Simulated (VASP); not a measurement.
Given:

```yaml
crystal:
  lattice:
    - [0.00000, 1.78672, 1.78672]
    - [1.78672, 0.00000, 1.78672]
    - [1.78672, 1.78672, 0.00000]
  atoms:
    - { symbol: C, position: [0.00000, 0.00000, 0.00000] }
    - { symbol: C, position: [0.25000, 0.25000, 0.25000] }
```

The numbers are results of PBE GGA, VASP's PBE PAW potentials (set 64) (plane waves; VASP 6.6.1), not measurements. Settings: 600 eV cut-off, 12×12×12 Γ-centred mesh, Gaussian smearing of 0.050 eV, potentials C.

### Question
What does the run give for the energy per atom (σ→0)?

### Answer

```json
{
  "energy per atom (σ→0)": "-9.095 eV/atom"
}
```

The compound is C in the diamond structure. It was relaxed first.
